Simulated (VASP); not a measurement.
# Te2Mo: the band gap, functional by functional, part 3 of 3

Aim: the gap of Te2Mo on one structure at many levels of theory. The starting structure is a measured crystal structure from the Crystallography Open Database. The atoms were first relaxed with LDA in that cell, in a run that isn't shown, and the relaxed structure is the one below. Meshes and data sets differ where the inputs say so.

VASP 6.6.1.

Results so far: LDA 0.687 eV; PBE 0.720 eV; r2SCAN 0.832 eV; TB-mBJ 0.835 eV; LDA+U (Mo d 4.38 eV) 0.670 eV; r2SCAN+U (Mo d 2.2 eV) 0.826 eV.

## (8) Bands with LDA + spin-orbit coupling

Level of this step: LDA, spin-orbit coupling; plane waves and PAW (Te, Mo_sv) (VASP).

Spin-orbit coupling is switched on in this step.

File INCAR:

```
SYSTEM = Te2Mo
PREC = Accurate
ENCUT = 350
EDIFF = 1E-06
NELM = 100
ISMEAR = 0
SIGMA = 0.03
LREAL = .FALSE.
ALGO = Normal
GGA = CA
LNONCOLLINEAR = .TRUE.
MAGMOM = 0 0 0 0 0 0 0 0 0 0 0 0 0 0 0 0 0 0
NBANDS = 64
GGA_COMPAT = .FALSE.
LASPH = .TRUE.
LSORBIT = .TRUE.
LMAXMIX = 4
LORBIT = 11
LWAVE = .FALSE.
LCHARG = .FALSE.
KPAR = 8
```

File POSCAR:

```
Te2Mo
1.0
    3.5182000000      0.0000000000      0.0000000000
   -1.7591000000      3.0468505756      0.0000000000
    0.0000000000      0.0000000000     13.9736000000
Te Mo
4 2
Direct
    0.6666666667      0.3333333333      0.3777982746
    0.3333333333      0.6666666667      0.8777982746
    0.6666666667      0.3333333333      0.1222017254
    0.3333333333      0.6666666667      0.6222017254
    0.6666666667      0.3333333333      0.7500000000
    0.3333333333      0.6666666667      0.2500000000
```

File KPOINTS:

```
Automatic mesh
0
Gamma
8 8 2
0 0 0
```

File KPOINTS_OPT:

```
Line mode
8
Line-mode
Reciprocal
  0.00000000   0.00000000   0.00000000 GAMMA
  0.50000000   0.00000000   0.00000000 M

  0.50000000   0.00000000   0.00000000 M
  0.33333333   0.33333333   0.00000000 K

  0.33333333   0.33333333   0.00000000 K
  0.00000000   0.00000000   0.00000000 GAMMA

  0.00000000   0.00000000   0.00000000 GAMMA
  0.00000000   0.00000000   0.50000000 A

  0.00000000   0.00000000   0.50000000 A
  0.50000000   0.00000000   0.50000000 L

  0.50000000   0.00000000   0.50000000 L
  0.33333333   0.33333333   0.50000000 H

  0.33333333   0.33333333   0.50000000 H
  0.00000000   0.00000000   0.50000000 A

  0.50000000   0.00000000   0.50000000 L
  0.50000000   0.00000000   0.00000000 M

  0.33333333   0.33333333   0.00000000 K
  0.33333333   0.33333333   0.50000000 H
```

PAW data sets: Te and Mo_sv (LDA family, release 64).

On the command line:

```
$ mpirun -np 8 vasp_ncl
```

Output:

```text
[... set-up lines as in an earlier step ...]
 entering main loop
       N       E                     dE             d eps       ncg     rms          rms(c)
DAV:   1     0.340663932752E+03    0.34066E+03   -0.22099E+04  3152   0.107E+03
DAV:   2    -0.180353388034E+02   -0.35870E+03   -0.34733E+03  3184   0.303E+02
DAV:   3    -0.423439845616E+02   -0.24309E+02   -0.23852E+02  3048   0.664E+01
DAV:   4    -0.432133295928E+02   -0.86935E+00   -0.86324E+00  3296   0.117E+01
[...]
DAV:  14    -0.418564617249E+02    0.38508E-05   -0.44165E-05  2784   0.278E-02    0.378E-02
DAV:  15    -0.418564588311E+02    0.28938E-05   -0.10180E-05  3024   0.162E-02    0.171E-02
DAV:  16    -0.418564586856E+02    0.14547E-06   -0.66182E-07  1792   0.391E-03
   1 F= -.41856459E+02 E0= -.41856459E+02  d E =-.209752E-29  mag=    -0.0000    -0.0000     0.0000
 Start KPOINTS_OPT (optional k-point list driver)
k-point batch [1-20\72]
       N       E                     dE             ncg
DAV:   1    -0.618656601027E+03   -0.23322E+05     3200
DAV:   2    -0.768535332137E+04   -0.70667E+04     3224
DAV:   3    -0.815321848881E+04   -0.46787E+03     3152
DAV:   4    -0.816878202157E+04   -0.15564E+02     3120
DAV:   5    -0.816926865154E+04   -0.48663E+00     3288
DAV:   6    -0.816927612092E+04   -0.74694E-02     3248
DAV:   7    -0.816927634636E+04   -0.22543E-03     3232
DAV:   8    -0.816927635380E+04   -0.74457E-05     2600
DAV:   9    -0.816927635413E+04   -0.32855E-06     2016
[...]
k-point batch [61-72\72]
       N       E                     dE             ncg
DAV:   1     0.594507992875E+04   -0.19202E+05     1952
DAV:   2     0.197093082318E+04   -0.39741E+04     1864
DAV:   3     0.172008874029E+04   -0.25084E+03     1928
DAV:   4     0.171301232498E+04   -0.70764E+01     1824
DAV:   5     0.171281129730E+04   -0.20103E+00     1888
DAV:   6     0.171280465876E+04   -0.66385E-02     1872
DAV:   7     0.171280441093E+04   -0.24783E-03     1824
DAV:   8     0.171280440004E+04   -0.10882E-04     1520
DAV:   9     0.171280439945E+04   -0.59355E-06     1256
```

The job ended after 2.1 min (8 MPI ranks of Intel Xeon Platinum 8559C (Emerald Rapids), shared host; peak memory 4.5 GiB).

Parts of OUTCAR (step 8):

```text
  Total       -2.2315425     -2.2315425     -1.0463479      0.0000000      0.0000000      0.0000000
  in kB      -23.8690839    -23.8690839    -11.1919740      0.0000000      0.0000000      0.0000000
  external PRESSURE =     -19.6433806 kB  Pullay stress =       0.0000000 kB

 POSITION                                       TOTAL-FORCE (eV/Angst)
 -----------------------------------------------------------------------------------
      1.75910      1.01562      5.27920         0.000000     -0.000000      0.016162
     -0.00000      2.03123     12.26600        -0.000000     -0.000000      0.016162
      1.75910      1.01562      1.70760         0.000000      0.000000     -0.016162
     -0.00000      2.03123      8.69440        -0.000000     -0.000000     -0.016162
      1.75910      1.01562     10.48020        -0.000000      0.000000      0.000000
     -0.00000      2.03123      3.49340         0.000000     -0.000000      0.000000
 -----------------------------------------------------------------------------------
    total drift:                               -0.000000      0.000000     -0.000000

  FREE ENERGIE OF THE ION-ELECTRON SYSTEM (eV)
  ---------------------------------------------------
  free  energy   TOTEN  =       -41.8564586856 eV

  energy  without entropy=      -41.8564586856  energy(sigma->0) =      -41.85645869

 magnetization (x)
# of ion       s       p       d       tot
------------------------------------------
    1       -0.000   0.000  -0.000   0.000
    2        0.000   0.000   0.000   0.000
    3        0.000   0.000   0.000   0.000
    4       -0.000   0.000   0.000   0.000
    5       -0.000  -0.000   0.000   0.000
    6        0.000  -0.000   0.000   0.000
--------------------------------------------------
tot         -0.000   0.000   0.000   0.000

 magnetization (y)
# of ion       s       p       d       tot
------------------------------------------
    1        0.000   0.000   0.000   0.000
    2       -0.000   0.000  -0.000  -0.000
    3        0.000   0.000  -0.000  -0.000
    4        0.000   0.000   0.000   0.000
    5        0.000   0.000  -0.000  -0.000
    6       -0.000  -0.000  -0.000  -0.000
--------------------------------------------------
tot          0.000  -0.000  -0.000  -0.000

 magnetization (z)
# of ion       s       p       d       tot
------------------------------------------
    1        0.000   0.000   0.000   0.000
    2        0.000   0.000   0.000   0.000
    3        0.000   0.000   0.000   0.000
    4        0.000   0.000   0.000   0.000
    5        0.000   0.000   0.000   0.000
    6        0.000   0.000   0.000   0.000
--------------------------------------------------
tot          0.000   0.000   0.000   0.000

[... 1 part as in an earlier step ...]

[... 2 further parts left out ...]
[key lines of the parts left out:]
E-fermi :   8.2936
```

LDA + spin-orbit coupling gives a least gap of 0.674 eV, and a least direct gap of 0.953 eV. The least gap is -0.013 eV from that of LDA.

## (9) Bands with r2SCAN + spin-orbit coupling

INCAR: that of step 8 with these lines changed.

```diff
@@ -9,3 +9,4 @@
 ALGO = Normal
-GGA = CA
+METAGGA = R2SCAN
+LASPH = .TRUE.
 LNONCOLLINEAR = .TRUE.
@@ -14,3 +15,2 @@
 GGA_COMPAT = .FALSE.
-LASPH = .TRUE.
 LSORBIT = .TRUE.
```

POSCAR is that of step 8.

KPOINTS is that of step 8.

KPOINTS_OPT is that of step 8.

PAW data sets: Te and Mo_sv (PBE family, release 64).

On the command line:

```
$ mpirun -np 8 vasp_ncl
```

Output:

```text
[... set-up lines as in an earlier step ...]
 entering main loop
       N       E                     dE             d eps       ncg     rms          rms(c)
DAV:   1     0.209767579619E+03    0.20977E+03   -0.22991E+04  3168   0.110E+03
DAV:   2    -0.147843692467E+03   -0.35761E+03   -0.34617E+03  3200   0.302E+02
DAV:   3    -0.171106243200E+03   -0.23263E+02   -0.22770E+02  3024   0.659E+01
DAV:   4    -0.171940241101E+03   -0.83400E+00   -0.82767E+00  3384   0.114E+01
[...]
DAV:  15    -0.156149329964E+03    0.57609E-07   -0.12571E-05  2848   0.153E-02    0.313E-02
DAV:  16    -0.156149333788E+03   -0.38239E-05   -0.24708E-06  2408   0.935E-03    0.141E-02
DAV:  17    -0.156149334571E+03   -0.78354E-06   -0.94194E-08  1592   0.219E-03
   1 F= -.15614933E+03 E0= -.15614933E+03  d E =-.287247E-32  mag=     0.0000     0.0000    -0.0000
 Start KPOINTS_OPT (optional k-point list driver)
k-point batch [1-20\72]
       N       E                     dE             ncg
DAV:   1    -0.111729841132E+04   -0.23821E+05     3208
DAV:   2    -0.831096918964E+04   -0.71937E+04     3248
DAV:   3    -0.877155074468E+04   -0.46058E+03     3048
DAV:   4    -0.878761065742E+04   -0.16060E+02     3216
DAV:   5    -0.878808714024E+04   -0.47648E+00     3216
DAV:   6    -0.878809995913E+04   -0.12819E-01     3400
DAV:   7    -0.878810014139E+04   -0.18226E-03     3104
DAV:   8    -0.878810014878E+04   -0.73853E-05     2600
DAV:   9    -0.878810014915E+04   -0.37661E-06     2048
[...]
k-point batch [61-72\72]
       N       E                     dE             ncg
DAV:   1     0.561011359328E+04   -0.19537E+05     1960
DAV:   2     0.158667028558E+04   -0.40234E+04     1872
DAV:   3     0.134570615338E+04   -0.24096E+03     1880
DAV:   4     0.133875586592E+04   -0.69503E+01     1904
DAV:   5     0.133855975860E+04   -0.19611E+00     1912
DAV:   6     0.133855370023E+04   -0.60584E-02     1936
DAV:   7     0.133855353764E+04   -0.16259E-03     1848
DAV:   8     0.133855353110E+04   -0.65402E-05     1488
DAV:   9     0.133855353078E+04   -0.32085E-06     1184
```

Run time: 9.4 min. Hardware: 8 MPI ranks; peak memory 5.2 GiB.

OUTCAR, selected parts (step 9):

```text
  Total        2.8199794      2.8199794      3.2576801      0.0000000      0.0000000      0.0000000
  in kB       30.1631384     30.1631384     34.8448846      0.0000000      0.0000000      0.0000000
  external PRESSURE =      31.7237205 kB  Pullay stress =       0.0000000 kB

 POSITION                                       TOTAL-FORCE (eV/Angst)
 -----------------------------------------------------------------------------------
      1.75910      1.01562      5.27920         0.000000      0.000000      0.225834
     -0.00000      2.03123     12.26600        -0.000000     -0.000000      0.225834
      1.75910      1.01562      1.70760        -0.000000      0.000000     -0.225834
     -0.00000      2.03123      8.69440        -0.000000     -0.000000     -0.225834
      1.75910      1.01562     10.48020        -0.000000     -0.000000      0.000000
     -0.00000      2.03123      3.49340         0.000000     -0.000000      0.000000
 -----------------------------------------------------------------------------------
    total drift:                               -0.000000      0.000000     -0.000000

  FREE ENERGIE OF THE ION-ELECTRON SYSTEM (eV)
  ---------------------------------------------------
  free  energy   TOTEN  =      -156.1493345714 eV

  energy  without entropy=     -156.1493345714  energy(sigma->0) =     -156.14933457

 magnetization (x)
# of ion       s       p       d       tot
------------------------------------------
    1        0.000  -0.000  -0.000  -0.000
    2       -0.000   0.000   0.000   0.000
    3       -0.000   0.000   0.000   0.000
    4        0.000  -0.000  -0.000  -0.000
    5       -0.000  -0.000   0.000   0.000
    6        0.000  -0.000  -0.000  -0.000
--------------------------------------------------
tot         -0.000  -0.000   0.000  -0.000

 magnetization (y)
# of ion       s       p       d       tot
------------------------------------------
    1        0.000   0.000   0.000   0.000
    2        0.000   0.000   0.000   0.000
    3       -0.000  -0.000   0.000  -0.000
    4        0.000   0.000   0.000   0.000
    5        0.000  -0.000  -0.000  -0.000
    6       -0.000   0.000  -0.000  -0.000
--------------------------------------------------
tot         -0.000   0.000   0.000   0.000

[... 3 parts as in an earlier step ...]

[... 1 further part left out ...]
[key lines of the parts left out:]
E-fermi :   8.3589
```

r2SCAN + spin-orbit coupling gives a least gap of 0.820 eV, and a least direct gap of 1.043 eV. The least gap is -0.012 eV from that of r2SCAN.

## (10) Bands with TB-mBJ + spin-orbit coupling

INCAR: that of step 9 with these lines changed.

```diff
@@ -4,3 +4,3 @@
 EDIFF = 1E-06
-NELM = 100
+NELM = 150
 ISMEAR = 0
@@ -9,3 +9,3 @@
 ALGO = Normal
-METAGGA = R2SCAN
+METAGGA = MBJ
 LASPH = .TRUE.
```

POSCAR is that of step 9.

KPOINTS is that of step 9.

KPOINTS_OPT is that of step 9.

On the command line:

```
$ mpirun -np 8 vasp_ncl
```

Output:

```text
[... set-up lines as in an earlier step ...]
 entering main loop
       N       E                     dE             d eps       ncg     rms          rms(c)
DAV:   1     0.202446330243E+04    0.20245E+04   -0.22669E+04  3192   0.107E+03
DAV:   2     0.168462565402E+04   -0.33984E+03   -0.32780E+03  3192   0.293E+02
DAV:   3     0.166289287175E+04   -0.21733E+02   -0.21085E+02  3104   0.616E+01
DAV:   4     0.166218493199E+04   -0.70794E+00   -0.70046E+00  3208   0.102E+01
[...]
DAV:  52     0.167076054501E+04   -0.30576E-05   -0.66535E-09  1328   0.325E-04    0.757E-05
DAV:  53     0.167076054152E+04   -0.34882E-05   -0.31836E-09  1328   0.190E-04    0.479E-05
DAV:  54     0.167076054136E+04   -0.15618E-06   -0.13375E-09  1328   0.149E-04
   1 F= 0.16707605E+04 E0= 0.16707605E+04  d E =-.236056E-22  mag=     0.0000    -0.0000     0.0000
 Start KPOINTS_OPT (optional k-point list driver)
k-point batch [1-20\72]
       N       E                     dE             ncg
DAV:   1    -0.829978838438E+03   -0.23533E+05     3216
DAV:   2    -0.772702270182E+04   -0.68970E+04     3240
DAV:   3    -0.817825857330E+04   -0.45124E+03     3072
DAV:   4    -0.819471088580E+04   -0.16452E+02     3216
DAV:   5    -0.819519317742E+04   -0.48229E+00     3168
DAV:   6    -0.819520642488E+04   -0.13247E-01     3368
DAV:   7    -0.819520671872E+04   -0.29385E-03     3032
DAV:   8    -0.819520673137E+04   -0.12642E-04     2720
DAV:   9    -0.819520673189E+04   -0.52454E-06     2056
[...]
k-point batch [61-72\72]
       N       E                     dE             ncg
DAV:   1     0.580884397924E+04   -0.19338E+05     1960
DAV:   2     0.193664429113E+04   -0.38722E+04     1880
DAV:   3     0.170366916588E+04   -0.23298E+03     1888
DAV:   4     0.169683106433E+04   -0.68381E+01     1904
DAV:   5     0.169664503023E+04   -0.18603E+00     1872
DAV:   6     0.169663789985E+04   -0.71304E-02     1960
DAV:   7     0.169663772181E+04   -0.17805E-03     1776
DAV:   8     0.169663771411E+04   -0.76936E-05     1576
DAV:   9     0.169663771375E+04   -0.35999E-06     1184
```

Wall time 5.7 min (8 MPI ranks); peak memory 5.6 GiB; 45 min of CPU time.

Parts of OUTCAR (step 10):

```text
  Total       20.7398879     20.7398879     12.9460481      0.0000000      0.0000000      0.0000000
  in kB      221.8385410    221.8385410    138.4738643      0.0000000      0.0000000      0.0000000
  external PRESSURE =     194.0503154 kB  Pullay stress =       0.0000000 kB

 POSITION                                       TOTAL-FORCE (eV/Angst)
 -----------------------------------------------------------------------------------
      1.75910      1.01562      5.27920         0.000000     -0.000000      0.920399
     -0.00000      2.03123     12.26600        -0.000000      0.000000      0.920399
      1.75910      1.01562      1.70760         0.000000     -0.000000     -0.920399
     -0.00000      2.03123      8.69440        -0.000000      0.000000     -0.920399
      1.75910      1.01562     10.48020         0.000000     -0.000000      0.000000
     -0.00000      2.03123      3.49340        -0.000000      0.000000      0.000000
 -----------------------------------------------------------------------------------
    total drift:                               -0.000000      0.000000     -0.000000

  FREE ENERGIE OF THE ION-ELECTRON SYSTEM (eV)
  ---------------------------------------------------
  free  energy   TOTEN  =      1670.7605413621 eV

  energy  without entropy=     1670.7605413621  energy(sigma->0) =     1670.76054136

 magnetization (x)
# of ion       s       p       d       tot
------------------------------------------
    1       -0.000   0.000  -0.000  -0.000
    2        0.000   0.000   0.000   0.000
    3        0.000   0.000   0.000   0.000
    4       -0.000   0.000  -0.000  -0.000
    5        0.000   0.000  -0.000  -0.000
    6        0.000   0.000  -0.000  -0.000
--------------------------------------------------
tot         -0.000   0.000  -0.000  -0.000

 magnetization (y)
# of ion       s       p       d       tot
------------------------------------------
    1       -0.000   0.000   0.000  -0.000
    2        0.000   0.000   0.000   0.000
    3       -0.000   0.000  -0.000  -0.000
    4        0.000   0.000   0.000   0.000
    5        0.000   0.000   0.000   0.000
    6        0.000   0.000   0.000   0.000
--------------------------------------------------
tot         -0.000   0.000  -0.000   0.000

[... 3 parts as in an earlier step ...]

[... 1 further part left out ...]
[key lines of the parts left out:]
E-fermi :   8.3050
```

TB-mBJ + spin-orbit coupling gives a least gap of 0.823 eV, and a least direct gap of 0.969 eV. The least gap is -0.012 eV from that of TB-mBJ.

## (11) All runs side by side

| level | gap (eV) | least direct gap (eV) | mesh | core minutes |
| --- | --- | --- | --- | --- |
| LDA | 0.687 | 1.021 | 8×8×2 | 2.8 |
| PBE | 0.72 | 1.027 | 8×8×2 | 3.07 |
| r2SCAN | 0.832 | 1.113 | 8×8×2 | 9.2 |
| TB-mBJ | 0.835 | 1.046 | 8×8×2 | 6.27 |
| LDA+U (Mo d 4.38 eV) | 0.67 | 1.018 | 8×8×2 | 2.8 |
| r2SCAN+U (Mo d 2.2 eV) | 0.826 | 1.109 | 8×8×2 | 8.67 |
| LDA + spin-orbit coupling | 0.674 | 0.953 | 8×8×2 | 16.7 |
| r2SCAN + spin-orbit coupling | 0.82 | 1.043 | 8×8×2 | 75.1 |
| TB-mBJ + spin-orbit coupling | 0.823 | 0.969 | 8×8×2 | 45.5 |

Core minutes are wall time times ranks of the run shown, on a shared host.

## (12) What came out

```yaml
gap_lda: 0.687 eV
gap_pbe: 0.720 eV
gap_r2scan: 0.832 eV
gap_tb_mbj: 0.835 eV
gap_lda_u_mo_d_4p38_ev: 0.670 eV
gap_r2scan_u_mo_d_2p2_ev: 0.826 eV
gap_lda_spin_orbit_coupling: 0.674 eV
gap_r2scan_spin_orbit_coupling: 0.820 eV
gap_tb_mbj_spin_orbit_coupling: 0.823 eV
```

Without spin-orbit coupling the gap of Te2Mo runs from 0.670 eV (LDA+U (Mo d 4.38 eV)) to 0.835 eV (TB-mBJ). Spin-orbit coupling changes the LDA gap by -0.013 eV. Spin-orbit coupling changes the r2SCAN gap by -0.012 eV. Spin-orbit coupling changes the TB-mBJ gap by -0.012 eV. These are gaps between Kohn-Sham or generalised Kohn-Sham levels of a static lattice, without excitons or temperature. Further runs on this material are not shown.

[Lines on the potential files, build, host, timing and source positions are cut from VASP's logs without a mark.]

[Logs are printed without paths, hosts, clocks, repeated set-up lines and the standing remarks that a program may print on its own settings, such as how far it seeks lower states.]

[Hosts, paths, dates, database ids (printed as entryN), source tags and the programs' standing remarks are cut or masked in the printed files.]
